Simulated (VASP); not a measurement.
Cs (relaxed from the fcc structure, space group Fm-3m): computed properties

These are PBEsol GGA, VASP's PBE PAW potentials (set 64) (plane waves; VASP) values and carry that method's errors.

| Item | Value |
|---|---|
| space group | Fm-3m (225) |
| cell | a = b = c = 7.597 Å, α = β = γ = 90.00° |
| volume per atom | 109.62 Å³/atom |
| band gap (over mesh and band path) | none (metal, semimetal or under 0.01 eV) |
| density | 2.01 g/cm³ |

Space group Fm-3m (No. 225); a = b = c = 7.5971 Å, α = β = γ = 90.00°

| atom | site | symmetry | x | y | z |
|---|---|---|---|---|---|
| Cs | 4a | m-3m | 0.0000 | 0.0000 | 0.0000 |
(The calculation used a cell of 1 atom; values per cell refer to that cell.)

Unless said otherwise, spin-orbit coupling is left out, though it shifts the bands of the heavy elements here.

The structure was generated: Cs was put into the fcc type (Fm-3m), which need not be its known phase. It was relaxed first. Symmetry was kept, so distortions that lower it aren't found.
